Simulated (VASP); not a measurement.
## GW-BSE spectrum of CdS (Greenockite)

Wanted: the lowest vertical excitons of CdS (Greenockite) and its absorption. The cell is of the wurtzite type, one of the forms listed for this formula. The start is a cell from a database of measured crystal structures.

Main program and level: VASP 6.6.1; LDA; plane waves and PAW (Cd, S), in the first sound run; inputs show where later runs differ.

Most raw output is cut from this account.

The database entry behind the starting cell differs from later determinations by our own check (about 0.35 % long), so it need not match the best structure at ambient conditions.

### Step 1. Starting point

The structure is hexagonal, space group P6_3mc (No. 186). Conventional cell: a = 4.150 Å, b = 4.150 Å, c = 6.737 Å, α = 90.00°, β = 90.00°, γ = 120.00°. Nearest to Cd lie 4 S at 2.53 to 2.54 Å. Nearest to S lie 4 Cd at 2.53 to 2.54 Å. Farther neighbours and most contacts between anions are not listed.

### Step 2. Relaxation

The atoms are relaxed first inside the given cell, which is kept (ISIF = 2), since band edges depend on the positions.

Input file INCAR:

```
SYSTEM = CdS
PREC = Accurate
ENCUT = 400
EDIFF = 1E-06
NELM = 100
ISMEAR = 0
SIGMA = 0.05
LREAL = .FALSE.
ALGO = Normal
GGA = CA
NBANDS = 24
LWAVE = .FALSE.
LCHARG = .FALSE.
KPAR = 8
IBRION = 2
NSW = 60
ISIF = 2
EDIFFG = -0.01
```

Input file POSCAR:

```
CdS
1.0
    4.1500000000      0.0000000000      0.0000000000
   -2.0750000000      3.5940054257      0.0000000000
    0.0000000000      0.0000000000      6.7370000000
Cd S
2 2
Direct
    0.6666666667      0.3333333333      0.5000000000
    0.3333333333      0.6666666667      0.0000000000
    0.6666666667      0.3333333333      0.8750000000
    0.3333333333      0.6666666667      0.3750000000
```

Input file KPOINTS:

```
Automatic mesh
0
Gamma
6 6 3
0 0 0
```

The projector-augmented-wave data sets are Cd and S (PBE family, release 64).

On the command line:

```sh
mpirun -np 8 vasp_std
```

Elapsed: 16 s, on 8 MPI ranks of AMD EPYC 7R43, shared host; peak memory 1.3 GiB; 2 min of CPU time.

The PAW data sets were made with PBE, though LDA sets exist; this is a small mismatch. The run keeps the 12 symmetry operations of its start, so it cannot find a distortion of lower symmetry.

The steps of the relaxation:

| step | energy less that of the first step (eV) | largest force (eV/Å) |
| --- | --- | --- |
| 1 | 0.0000 | 0.0634 |
| 2 | -0.0006 | 0.0339 |
| 3 | -0.0008 | 0.0011 |

The relaxed structure:

```cif
data_structure
_symmetry_space_group_name_H-M 'P 1'
_symmetry_Int_Tables_number 1
_cell_length_a 4.1500
_cell_length_b 4.1500
_cell_length_c 6.7370
_cell_angle_alpha 90.000
_cell_angle_beta 90.000
_cell_angle_gamma 120.000
_cell_volume 100.48
loop_
_atom_site_label
_atom_site_type_symbol
_atom_site_fract_x
_atom_site_fract_y
_atom_site_fract_z
_atom_site_occupancy
Cd1 Cd 0.66667 0.33333 0.49903 1
Cd2 Cd 0.33333 0.66667 0.99903 1
S3 S 0.66667 0.33333 0.87597 1
S4 S 0.33333 0.66667 0.37597 1
```

Numbers from this step:

```
free energy (TOTEN) : -14.87 eV
Fermi energy        : 1.203 eV
pressure            : -2.883 GPa
```

At LDA, with these data sets, the largest force is down to 0.0011 eV/Å.

### Step 3. Ground state

This step: LDA; plane waves and PAW (Cd_GW, S_GW) (VASP 6.6.1).

The orbitals come from a self-consistent LDA run with a tight EDIFF and a narrow smearing. KPOINTS_OPT adds the bands along a path, which shows whether the mesh holds the band edges.

Input file INCAR:

```
SYSTEM = CdS
PREC = Accurate
ENCUT = 300
EDIFF = 1E-08
NELM = 100
ISMEAR = 0
SIGMA = 0.01
LREAL = .FALSE.
ALGO = Normal
GGA = CA
NBANDS = 24
LORBIT = 11
LWAVE = .TRUE.
LCHARG = .FALSE.
KPAR = 8
```

Input file POSCAR:

```
CdS
1.0
    4.1500000000      0.0000000000      0.0000000000
   -2.0750000000      3.5940054257      0.0000000000
    0.0000000000      0.0000000000      6.7370000000
Cd S
2 2
Direct
    0.6666666667      0.3333333333      0.4990251040
    0.3333333333      0.6666666667      0.9990251040
    0.6666666667      0.3333333333      0.8759748960
    0.3333333333      0.6666666667      0.3759748960
```

Input file KPOINTS:

```
Automatic mesh
0
Gamma
6 6 4
0 0 0
```

Input file KPOINTS_OPT:

```
Line mode
12
Line-mode
Reciprocal
  0.00000000   0.00000000   0.00000000 GAMMA
  0.50000000   0.00000000   0.00000000 M

  0.50000000   0.00000000   0.00000000 M
  0.33333333   0.33333333   0.00000000 K

  0.33333333   0.33333333   0.00000000 K
  0.00000000   0.00000000   0.00000000 GAMMA

  0.00000000   0.00000000   0.00000000 GAMMA
  0.00000000   0.00000000   0.50000000 A

  0.00000000   0.00000000   0.50000000 A
  0.50000000   0.00000000   0.50000000 L

  0.50000000   0.00000000   0.50000000 L
  0.33333333   0.33333333   0.50000000 H

  0.33333333   0.33333333   0.50000000 H
  0.00000000   0.00000000   0.50000000 A

  0.50000000   0.00000000   0.50000000 L
  0.50000000   0.00000000   0.00000000 M

  0.33333333   0.33333333   0.00000000 K
  0.33333333   0.33333333   0.50000000 H
```

Potentials, in the order of the species: Cd_GW and S_GW (LDA family, release 64).

On the command line:

```sh
mpirun -np 8 vasp_std
```

Wall time 43 s (8 MPI ranks); peak memory 1.2 GiB.

Numbers from this step:

| Item | Value |
| --- | --- |
| free energy (TOTEN) | -14.86 eV |
| Fermi energy | 2.403 eV |
| pressure | -3.313 GPa |
| least gap on mesh and path | 0.9323 eV |
| least direct gap on mesh and path | 0.9323 eV |

The highest empty bands on the path are converged less tightly, to about 0.1 eV. Electronic bands along the path, in eV, zero at the valence-band top; v1 is the highest filled band, c1 the lowest empty one:

| point | v4 | v3 | v2 | v1 | c1 | c2 | c3 | c4 |
| --- | --- | --- | --- | --- | --- | --- | --- | --- |
| Γ | -0.76 | -0.04 | 0.00 | 0.00 | 0.93 | 2.54 | 6.27 | 6.27 |
| 0.45 of the way | -1.80 | -1.29 | -0.42 | -0.33 | 2.61 | 3.73 | 5.32 | 6.30 |
| M | -2.67 | -1.89 | -1.31 | -0.76 | 3.50 | 3.66 | 4.91 | 6.17 |
| 0.45 of the way | -2.70 | -2.18 | -1.43 | -1.17 | 4.04 | 4.39 | 4.77 | 6.18 |
| K | -3.13 | -1.86 | -1.86 | -1.66 | 4.45 | 4.91 | 4.91 | 6.90 |
| 0.45 of the way | -2.57 | -1.86 | -0.80 | -0.72 | 3.41 | 4.47 | 5.37 | 5.44 |
| Γ | -0.76 | -0.04 | 0.00 | 0.00 | 0.93 | 2.54 | 6.27 | 6.27 |
| 0.45 of the way | -0.68 | -0.68 | -0.10 | -0.10 | 1.77 | 2.60 | 6.15 | 6.33 |
| A | -0.40 | -0.40 | -0.40 | -0.40 | 2.61 | 2.61 | 5.94 | 5.94 |
| 0.55 of the way | -1.37 | -1.37 | -0.97 | -0.97 | 3.59 | 3.59 | 5.21 | 5.21 |
| L | -1.36 | -1.36 | -1.33 | -1.33 | 3.25 | 3.25 | 5.19 | 5.19 |
| 0.45 of the way | -1.92 | -1.92 | -1.18 | -1.18 | 3.73 | 3.73 | 5.46 | 5.46 |
| H | -2.46 | -2.46 | -1.12 | -1.12 | 4.19 | 4.19 | 5.88 | 5.88 |
| 0.45 of the way | -1.45 | -1.45 | -1.26 | -1.26 | 3.98 | 3.98 | 5.26 | 5.26 |
| A | -0.40 | -0.40 | -0.40 | -0.40 | 2.61 | 2.61 | 5.94 | 5.94 |
| jump to L | -1.36 | -1.36 | -1.33 | -1.33 | 3.25 | 3.25 | 5.19 | 5.19 |
| 0.55 of the way | -2.24 | -1.77 | -1.14 | -0.92 | 3.14 | 3.69 | 5.34 | 5.51 |
| M | -2.67 | -1.89 | -1.31 | -0.76 | 3.50 | 3.66 | 4.91 | 6.17 |
| jump to K | -3.13 | -1.86 | -1.86 | -1.66 | 4.45 | 4.91 | 4.91 | 6.90 |
| 0.45 of the way | -2.98 | -1.88 | -1.54 | -1.54 | 4.64 | 4.64 | 4.82 | 6.59 |
| H | -2.46 | -2.46 | -1.12 | -1.12 | 4.19 | 4.19 | 5.88 | 5.88 |

Of the projections kept (Cd, S), the largest for each band there; the rest of the weight can lie on other orbitals:

| point | v4 | v3 | v2 | v1 | c1 | c2 | c3 | c4 |
| --- | --- | --- | --- | --- | --- | --- | --- | --- |
| Γ | S 0.74 | S 0.78 | S 0.77 | S 0.77 | Cd 0.56 | Cd 0.69 | Cd 0.77 | Cd 0.77 |
| M | S 0.67 | S 0.74 | S 0.70 | S 0.75 | Cd 0.56 | Cd 0.72 | Cd 0.50 | S 0.60 |
| K | S 0.70 | S 0.69 | S 0.69 | S 0.69 | Cd 0.68 | S 0.52 | S 0.52 | S 0.73 |
| Γ | S 0.74 | S 0.78 | S 0.77 | S 0.77 | Cd 0.56 | Cd 0.69 | Cd 0.77 | Cd 0.77 |
| A | S 0.75 | S 0.75 | S 0.75 | S 0.75 | Cd 0.54 | Cd 0.54 | S 0.51 | S 0.51 |
| L | S 0.73 | S 0.73 | S 0.73 | S 0.73 | Cd 0.66 | Cd 0.66 | Cd 0.64 | Cd 0.64 |

The cell has a gap of 0.932 eV on mesh and path and a pressure of -3.3 GPa, which holds the misfit of the given cell and coordinates with this functional, and any error of cutoff, mesh and data sets. Spin-orbit coupling is left out, which can shift or reorder these edges.

### Step 4. Empty bands

The next step needs empty bands that the ground-state run didn't converge, so the Hamiltonian is diagonalised exactly for NBANDS bands, in a single step. LOPTICS writes the k-derivatives of the orbitals (WAVEDER), which give the long-wavelength limit of the screening.

Input file INCAR:

```
SYSTEM = CdS
PREC = Accurate
ENCUT = 300
ISMEAR = 0
SIGMA = 0.01
LREAL = .FALSE.
GGA = CA
NBANDS = 232
ALGO = Exact
NELM = 1
LWAVE = .TRUE.
LCHARG = .FALSE.
LOPTICS = .TRUE.
NEDOS = 1000
CSHIFT = 0.1
```

POSCAR is that of step 3.

KPOINTS is that of step 3.

On the command line:

```sh
mpirun -np 8 vasp_std
```

The job ended after 34 s (8 MPI ranks; peak memory 1.6 GiB).

The gap is read on the k-mesh alone, so it is an upper bound where the band edges lie off the mesh.

This step gave:

```yaml
gap_on_the_k_mesh: 0.9323 eV
least_direct_gap_on_the_k_mesh: 0.9323 eV
```

WAVECAR now holds 232 bands for 36 electrons. Its independent-particle dielectric tensor has xx, yy, zz = 8.4, 8.4, 8.2 on this mesh, which isn't tested for convergence in mesh or bands and lacks local fields.

### Step 5. evGW0

This step: evGW0 on LDA; plane waves and PAW (Cd_GW, S_GW) (VASP 6.6.1).

The lowest NBANDSGW levels in G are updated for four passes while W stays fixed, so the result depends less on the starting levels. LWAVE keeps the quasiparticle levels in WAVECAR, and the W files hold the screened interaction for the next step.

Input file INCAR:

```
SYSTEM = CdS
PREC = Accurate
ENCUT = 300
ISMEAR = 0
SIGMA = 0.01
LREAL = .FALSE.
GGA = CA
NBANDS = 232
ALGO = EVGW0
NELMGW = 4
ENCUTGW = 100
NOMEGA = 48
PRECFOCK = Fast
NBANDSGW = 32
LWAVE = .TRUE.
LCHARG = .FALSE.
```

POSCAR is that of step 4.

KPOINTS is that of step 4.

On the command line:

```sh
mpirun -np 8 vasp_std
```

Wall time 47 min (8 MPI ranks); peak memory 2.9 GiB.

Numbers from this step:

```yaml
quasiparticle_gap_on_the_mesh: 2.134 eV
smallest_direct_quasiparticle_gap_on_the_mesh: 2.134 eV
gap_of_the_starting_orbitals_on_the_mesh: 0.9323 eV
```

QP gap by iteration, by row:

| iteration | gap (eV) | direct gap (eV) |
| --- | --- | --- |
| 1 | 1.944 | 1.944 |
| 2 | 2.1 | 2.1 |
| 3 | 2.128 | 2.128 |
| 4 | 2.134 | 2.134 |

GW takes the gap from 0.932 to 2.134 eV. The last pass still moved it by +6 meV. Spin-orbit coupling is left out. The value holds for 232 bands, ENCUTGW = 100 eV and this mesh, and isn't shown to be converged in them.

### Step 6. BSE, Tamm-Dancoff

This step: BSE on evGW0 on LDA; plane waves and PAW (Cd_GW, S_GW) (VASP 6.6.1).

The Bethe-Salpeter equation adds the screened attraction of electron and hole to the quasiparticle pairs; ANTIRES = 0 leaves out the coupling to antiresonant pairs.

Input file INCAR:

```
SYSTEM = CdS
PREC = Accurate
ENCUT = 300
ISMEAR = 0
SIGMA = 0.01
LREAL = .FALSE.
GGA = CA
NBANDS = 232
ALGO = BSE
NBANDSO = 5
NBANDSV = 4
OMEGAMAX = 25
NEDOS = 1000
CSHIFT = 0.1
PRECFOCK = Fast
LWAVE = .FALSE.
LCHARG = .FALSE.
ENCUTGW = 100
ANTIRES = 0
```

POSCAR is that of step 5.

KPOINTS is that of step 5.

On the command line:

```sh
mpirun -np 8 vasp_std
```

The job ended after 27 s (8 MPI ranks; peak memory 3.3 GiB; 3.4 min of CPU time).

This step gave:

```yaml
lowest_excitation: 1.911 eV
```

The imaginary dielectric function has structure finer than the step of the table below, so its rows give means over 1 eV, whole bins alone (the curve runs from 0 to 25 eV). Peaks (eV: height): xx 1.9: 10.4, 2.9: 5.31, 3.9: 8.56, 4.9: 12.4, 5.6: 9.89, 6.6: 8.00, 7.4: 6.90; zz 1.9: 10.3, 3.3: 10.2, 4.1: 6.53, 4.9: 20.5, 5.9: 10.0, 7.6: 7.80.

From 5 filled and 4 empty bands alone, without any pair above OMEGAMAX = 25 eV, so strength is missing wherever others contribute; lines are broadened by CSHIFT, which also makes the tail under the first line. Table of imaginary dielectric function by photon energy; means over each step:

| photon energy (eV) | xx | zz |
| --- | --- | --- |
| 1 | 0.207 | 0.184 |
| 2 | 3.06 | 2.97 |
| 3 | 2.74 | 2.84 |
| 4 | 4.20 | 2.69 |
| 5 | 6.29 | 7.52 |
| 6 | 5.46 | 5.66 |
| 7 | 4.98 | 4.05 |
| 8 | 4.71 | 4.38 |
| 9 | 1.70 | 1.20 |
| 10 | 0.316 | 0.341 |
| 11 | 0.119 | 0.108 |
| 12 | 0.0401 | 0.0423 |
| 13 | 0.0222 | 0.0204 |
| 14 | 0.0155 | 0.0143 |
| 15 | 0.0115 | 0.0106 |
| 16 | 0.00880 | 0.00814 |
| 17 | 0.00697 | 0.00644 |
| 18 | 0.00561 | 0.00521 |
| 19 | 0.00462 | 0.00427 |
| 20 | 0.00384 | 0.00357 |
| 21 | 0.00324 | 0.00301 |
| 22 | 0.00276 | 0.00256 |
| 23 | 0.00237 | 0.00221 |
| 24 | 0.00205 | 0.00192 |

Some of the lowest 40 states alone, with states under 2.5 meV apart joined, scaled to the strongest line shown. Lines of the exciton spectrum (strongest = 100):

| position (eV) | lines merged | oscillator strength |
| --- | --- | --- |
| 1.911 | 2 | 100 |
| 1.942 | 1 | 49 |
| 2.738 | 2 | 0.0 |
| 2.940 | 2 | 46 |
| 2.957 | 2 | 0.0 |
| 3.296 | 1 | 47 |
| 3.299 | 2 | 40 |
| 3.307 | 1 | 0.0 |
| 3.330 | 2 | 0.0 |
| 3.340 | 1 | 0.0 |
| 3.355 | 2 | 0.0 |
| 3.394 | 2 | 0.0 |
| 3.408 | 1 | 0.0 |
| 3.523 | 2 | 0.0 |
| 3.540 | 2 | 0.0 |
| 3.646 | 2 | 0.0 |
| 3.702 | 1 | 0.0 |
| 3.869 | 2 | 0.0 |
| 3.883 | 3 | 1.6 |
| 3.890 | 1 | 0.0 |
| 3.949 | 2 | 73 |

The lowest excitation lies at 1.911 eV, -223 meV against the direct gap of these orbitals, a distance that this coarse mesh makes far too large. Peak heights aren't converged with the mesh, least of all at the onset.

### Step 7. Without the electron-hole attraction

This step: BSE on evGW0 on LDA, without the electron-hole attraction; plane waves and PAW (Cd_GW, S_GW) (VASP 6.6.1).

LADDER = .FALSE. removes the attraction and keeps the local fields, which shows what the attraction does.

Edit INCAR of step 6 so:

```diff
@@ -19 +19,2 @@
 ANTIRES = 0
+LADDER = .FALSE.
```

POSCAR is that of step 6.

KPOINTS is that of step 6.

On the command line:

```sh
mpirun -np 8 vasp_std
```

It took 17 s on 8 MPI ranks; peak memory 2.2 GiB.

Numbers from this step:

```
lowest excitation : 2.137 eV
```

The imaginary dielectric function has structure finer than the step of the table below, so its rows give means over 0.5 eV, whole bins alone (the curve runs from 0 to 25 eV). Peaks (eV: height): xx 2.13: 8.49, 5.43: 7.07, 6.01: 10.8, 6.88: 9.71, 8.06: 6.81, 8.58: 8.13, 9.08: 7.84; yy 2.13: 8.49, 5.43: 7.07, 6.01: 10.8, 6.88: 9.71, 8.06: 6.81, 8.58: 8.14, 9.08: 7.80; zz 2.18: 8.62, 3.63: 5.96, 5.38: 10.3, 6.51: 11.2, 6.81: 7.29, 8.26: 9.90, 9.13: 5.62.

From 5 filled and 4 empty bands alone, without any pair above OMEGAMAX = 25 eV, so strength is missing wherever others contribute; lines are broadened by CSHIFT, which also makes the tail under the first line. Table of imaginary dielectric function by photon energy; means over each step:

| photon energy (eV) | xx | yy | zz |
| --- | --- | --- | --- |
| 0.5 | 0.0309 | 0.0309 | 0.0289 |
| 1.0 | 0.0834 | 0.0834 | 0.0775 |
| 1.5 | 0.276 | 0.276 | 0.248 |
| 2.0 | 3.72 | 3.72 | 3.52 |
| 2.5 | 1.14 | 1.14 | 1.37 |
| 3.0 | 1.50 | 1.50 | 0.414 |
| 3.5 | 2.06 | 2.06 | 3.00 |
| 4.0 | 1.80 | 1.80 | 1.15 |
| 4.5 | 3.38 | 3.38 | 2.26 |
| 5.0 | 2.99 | 2.99 | 2.47 |
| 5.5 | 5.33 | 5.33 | 7.01 |
| 6.0 | 6.72 | 6.72 | 4.89 |
| 6.5 | 4.30 | 4.30 | 8.28 |
| 7.0 | 6.22 | 6.22 | 4.38 |
| 7.5 | 4.26 | 4.27 | 3.80 |
| 8.0 | 5.92 | 5.92 | 6.09 |
| 8.5 | 6.25 | 6.25 | 6.32 |
| 9.0 | 6.06 | 6.03 | 4.37 |
| 9.5 | 3.56 | 3.53 | 2.22 |
| 10.0 | 1.17 | 1.26 | 1.01 |
| 10.5 | 0.439 | 0.457 | 0.622 |
| 11.0 | 0.308 | 0.262 | 0.368 |
| 11.5 | 0.127 | 0.118 | 0.104 |
| 12.0 | 0.0778 | 0.0677 | 0.0813 |
| 12.5 | 0.0462 | 0.0450 | 0.0438 |
| 13.0 | 0.0348 | 0.0344 | 0.0320 |
| 13.5 | 0.0277 | 0.0276 | 0.0254 |
| 14.0 | 0.0228 | 0.0227 | 0.0209 |
| 14.5 | 0.0190 | 0.0190 | 0.0175 |
| 15.0 | 0.0162 | 0.0161 | 0.0149 |
| 15.5 | 0.0139 | 0.0139 | 0.0128 |
| 16.0 | 0.0120 | 0.0120 | 0.0111 |
| 16.5 | 0.0105 | 0.0105 | 0.00973 |
| 17.0 | 0.00931 | 0.00931 | 0.00862 |
| 17.5 | 0.00828 | 0.00827 | 0.00766 |
| 18.0 | 0.00736 | 0.00736 | 0.00686 |
| 18.5 | 0.00663 | 0.00662 | 0.00616 |
| 19.0 | 0.00598 | 0.00598 | 0.00555 |
| 19.5 | 0.00542 | 0.00541 | 0.00504 |
| 20.0 | 0.00494 | 0.00494 | 0.00457 |
| 20.5 | 0.00451 | 0.00451 | 0.00417 |
| 21.0 | 0.00413 | 0.00411 | 0.00383 |
| 21.5 | 0.00379 | 0.00379 | 0.00352 |
| 22.0 | 0.00349 | 0.00349 | 0.00326 |
| 22.5 | 0.00322 | 0.00322 | 0.00299 |
| 23.0 | 0.00298 | 0.00298 | 0.00278 |
| 23.5 | 0.00275 | 0.00275 | 0.00257 |
| 24.0 | 0.00256 | 0.00256 | 0.00239 |
| 24.5 | 0.00239 | 0.00239 | 0.00224 |

The lowest excitation lies at 2.137 eV, +226 meV against the Tamm-Dancoff singlet. Peak heights aren't converged with the mesh, least of all at the onset.

### Step 8. Summary

This step: BSE on evGW0 on LDA; plane waves and PAW (VASP 6.6.1).

This step runs nothing: it gathers the runs above.

Cost is wall time times ranks on a shared host, for this step alone, without the steps before it. Excitations by level:

| level | first excitation (eV) | cost (core minutes) |
| --- | --- | --- |
| BSE, Tamm-Dancoff | 1.911 | 3.6 |
| without the electron-hole attraction | 2.137 | 2.27 |

### Step 9. Outcome

| Property | Result |
| --- | --- |
| BSE, Tamm-Dancoff | lowest vertical excitation 1.911 eV; direct gap 2.134 eV |
| without the electron-hole attraction | lowest vertical excitation 2.137 eV; direct gap 2.134 eV |

**Reading.** The Bethe-Salpeter equation puts the lowest vertical singlet excitation at 1.911 eV, 0.22 eV below the direct gap of 2.134 eV; the states within 10 meV of it carry 100 % of the strength of the strongest such group among the lowest 40 states. The attraction moves the centre of weight of eps2 xx over the computed range by -1.02 eV against the run without the attraction, a shift that holds the same mesh error. The binding energy was not obtained: in a well-screened crystal the exciton spreads over many cells, and on this mesh its distance from the gap is set by the mesh and is far too large. On such a mesh the heights of single peaks aren't converged either. Bands, response cutoff and mesh of the GW step weren't tested in this session. Only the bands set by NBANDSO and NBANDSV form pairs, and any pair above OMEGAMAX = 25 eV is dropped, so the spectrum is that of this window; the window can cut degenerate bands, and the ratio of directions in the curves is that of the window, not of the crystal. Spin-orbit coupling is left out; with Cd in the cell it can split or shift band edges, by an amount that depends on which atoms form them and isn't tested here. The given cell is kept, although it stands at -3.3 GPa at LDA and ENCUT = 300 eV, which holds the mismatch of the given cell with this functional and any basis-set error; the relaxation of the atoms, at LDA and ENCUT = 400 eV, gave -2.9 GPa. Not tabulated here, as repeats of values shown or as unfit to read for their mesh, reference level or band range: gaps (relaxation); eps2 curves (empty bands); eps1 curves and static values (BSE, empty bands, without the electron-hole attraction); exciton binding energies (BSE); line lists of runs without attraction (without the electron-hole attraction).

[Lines on the potential files, build, host, timing and source positions are cut from VASP's logs without a mark.]

[Logs are printed without paths, hosts, clocks, repeated set-up lines and the standing remarks that a program may print on its own settings, such as how far it seeks lower states.]

[Hosts, paths, dates, database ids (printed as entryN), source tags and the programs' standing remarks are cut or masked in the printed files.]

[Pressures printed for these runs are not shown converged in the cutoff: they can be off by several GPa and have the wrong sign.]
